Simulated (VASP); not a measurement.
Consider the following.

```xyz
12
Lattice="5.0494 0.0000 0.0000 0.0000 5.1053 0.0000 -0.8685 0.0000 5.1572" Properties=species:S:1:pos:R:3 pbc="T T T"
Hf     0.7795     2.3385     3.6508
Hf     3.4014     2.7668     1.5064
Hf     2.9671     4.8912     4.0849
Hf     1.2138     0.2141     1.0722
O      1.4123     3.7908     5.0467
O      2.7686     1.3145     0.1105
O      2.3344     1.2382     2.6891
O      1.8465     3.8671     2.4681
O      0.0445     1.6886     1.7857
O      4.1364     3.4167     3.3715
O      4.5707     4.2413     0.7929
O     -0.3898     0.8640     4.3643
```

Computed with LDA (Ceperley-Alder, Perdew-Zunger), VASP's LDA PAW potentials (set 64) (plane waves; VASP 6.6.1). Numerical set-up: 400 eV cut-off, 3×3×3 Γ-centred mesh, Fermi-Dirac smearing of 0.020 eV, potentials Hf_pv O.

At this cut-off the stress carries a Pulay error, which pulls relaxed volumes low.

### Question
Give the force on each atom (eV/Å).

### Answer

```
atom      Fx      Fy      Fz
----  ------  ------  ------
Hf1    0.232  -0.012   0.064
Hf2   -0.232   0.012  -0.064
Hf3   -0.232  -0.012  -0.064
Hf4    0.232   0.012   0.064
O5    -0.028   0.023   0.037
O6     0.028  -0.023  -0.037
O7     0.028   0.023  -0.037
O8    -0.028  -0.023   0.037
O9    -0.022   0.028  -0.012
O10    0.022  -0.028   0.012
O11    0.022   0.028   0.012
O12   -0.022  -0.028  -0.012
```

### Question
Give the stress tensor in GPa (positive for a compressed cell).

### Answer

```
-5.85   0.00  -0.20
 0.00  -5.77   0.00
-0.20   0.00  -6.39
```
The pressure is its mean diagonal, -6.00 GPa.

The structure comes from a computed database's HfO2 entry, a phase known from measurement. The cell was not relaxed at this level. The k-mesh is coarse (spacing up to 0.42 per Å, 2π included), so the numbers may not be converged in it.
